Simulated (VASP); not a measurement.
A VASP calculation is set up with these files.

### POSCAR
```
CaB6
1
    4.2021720000     0.0000000000     0.0000000000
    0.0000000000     4.2021720000     0.0000000000
    0.0000000000     0.0000000000     4.2021720000
Ca B
1 6
Direct
  0.0000000000   0.0000000000   0.0000000000
  0.2016800000   0.5000000000   0.5000000000
  0.7983200000   0.5000000000   0.5000000000
  0.5000000000   0.2016800000   0.5000000000
  0.5000000000   0.7983200000   0.5000000000
  0.5000000000   0.5000000000   0.2016800000
  0.5000000000   0.5000000000   0.7983200000
```

### KPOINTS
```
Automatic mesh
0
Gamma
10 10 10
0 0 0
```

INCAR:
```
IBRION=2   ! conjugate gradients
EDIFFG=-0.01   ! ionic stop
GGA=PE
LREAL=.FALSE.   ! projection in real space or not
ALGO=Normal   ! blocked Davidson
EDIFF=1E-6
LCHARG=.FALSE.
NSW=50   ! most ionic steps
LWAVE=.FALSE.
ISMEAR=0   ! Gaussian
PREC=Accurate
ISIF=3
LASPH=.TRUE.   ! aspherical one-centre terms
NELM=100   ! most electronic steps
ENCUT=400   ! plane-wave cut-off (eV)
SIGMA=0.136   ! width (eV)
SYSTEM=CaB6
```

POTCAR, in this order: Ca_sv B (PBE.64 set). Program: vasp_std.

Question: Translate this PBE calculation to Quantum ESPRESSO's pw.x.

Answer: One equivalent input (not run):
```
&CONTROL
  calculation = 'vc-relax'
  pseudo_dir = './pseudo'
  outdir = './out'
  tprnfor = .true.
  tstress = .true.
  nstep = 50
  forc_conv_thr = 0.00039
/
&SYSTEM
  ibrav = 0
  nat = 7
  ntyp = 2
  ecutwfc = 76
  occupations = 'smearing'
  smearing = 'gaussian'
  degauss = 0.009996
  input_dft = 'pbe'
/
&ELECTRONS
  conv_thr = 7.3e-08
  electron_maxstep = 100
/
&IONS
/
&CELL
/
ATOMIC_SPECIES
  Ca 40.078 Ca.upf
  B 10.810 B.upf
CELL_PARAMETERS angstrom
     4.2021720    0.0000000    0.0000000
     0.0000000    4.2021720    0.0000000
     0.0000000    0.0000000    4.2021720
ATOMIC_POSITIONS crystal
  Ca   0.0000000  0.0000000  0.0000000
  B    0.2016800  0.5000000  0.5000000
  B    0.7983200  0.5000000  0.5000000
  B    0.5000000  0.2016800  0.5000000
  B    0.5000000  0.7983200  0.5000000
  B    0.5000000  0.5000000  0.2016800
  B    0.5000000  0.5000000  0.7983200
K_POINTS automatic
  10 10 10 0 0 0
```
What does not carry over: the potentials are each code's own (VASP's PAW set, PseudoDojo norm-conserving files in pw.x), so ENCUT and ecutwfc are chosen apart and not converted; conv_thr bounds pw.x's estimated SCF error, while EDIFF bounds the energy change between steps; forc_conv_thr acts on force components and is met together with etot_conv_thr.

The structure comes from a computed database's CaB6 entry; how it stands against other phases isn't given here. This run relaxes it. Symmetry was kept, so distortions that lower it aren't found. The run is one of a series of settings (EDIFFG = -0.01, IBRION = 2, ISIF = 3, NSW = 50 against the base run), some of them coarse on purpose.
